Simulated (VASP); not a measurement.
VASP input:

POSCAR:
```
TlHg
1
    3.8446100000     0.0000000000     0.0000000000
    0.0000000000     3.8446100000     0.0000000000
    0.0000000000     0.0000000000     3.8446100000
Tl Hg
1 1
Direct
  0.5000000000   0.5000000000   0.5000000000
  0.0000000000   0.0000000000   0.0000000000
```

**KPOINTS**
```
Automatic mesh
0
Gamma
9 9 9
0 0 0
```

INCAR:
```
SYSTEM = TlHg
PREC = Accurate
ENCUT = 400
EDIFF = 1E-6
NELM = 100
ALGO = Normal
LREAL = .FALSE.
LASPH = .TRUE.
ISMEAR = 1
SIGMA = 0.1
GGA = PS
LMAXMIX = 6
LWAVE = .FALSE.
LCHARG = .FALSE.
IBRION = 2
ISIF = 3
NSW = 60
EDIFFG = -0.01
```

POTCAR, in this order: Tl_d Hg (PBE.64 set). Program: vasp_std.

Q: Translate this PBEsol calculation to Quantum ESPRESSO's pw.x.

A: One equivalent input (not run):
```
&CONTROL
  calculation = 'vc-relax'
  pseudo_dir = './pseudo'
  outdir = './out'
  tprnfor = .true.
  tstress = .true.
  nstep = 60
  forc_conv_thr = 0.00039
/
&SYSTEM
  ibrav = 0
  nat = 2
  ntyp = 2
  ecutwfc = 66
  occupations = 'smearing'
  smearing = 'methfessel-paxton'
  degauss = 0.00735
  input_dft = 'pbesol'
/
&ELECTRONS
  conv_thr = 7.3e-08
  electron_maxstep = 100
/
&IONS
/
&CELL
/
ATOMIC_SPECIES
  Tl 204.380 Tl.upf
  Hg 200.592 Hg.upf
CELL_PARAMETERS angstrom
     3.8446100    0.0000000    0.0000000
     0.0000000    3.8446100    0.0000000
     0.0000000    0.0000000    3.8446100
ATOMIC_POSITIONS crystal
  Tl   0.5000000  0.5000000  0.5000000
  Hg   0.0000000  0.0000000  0.0000000
K_POINTS automatic
  9 9 9 0 0 0
```
What does not carry over: the potentials are each code's own (VASP's PAW set, PseudoDojo norm-conserving files in pw.x), so ENCUT and ecutwfc are chosen apart and not converted; conv_thr bounds pw.x's estimated SCF error, while EDIFF bounds the energy change between steps; forc_conv_thr acts on force components and is met together with etot_conv_thr.

The structure comes from a computed database's TlHg entry (Pm-3m); how it stands against other phases isn't given here. This run relaxes it. Symmetry was kept, so distortions that lower it aren't found.
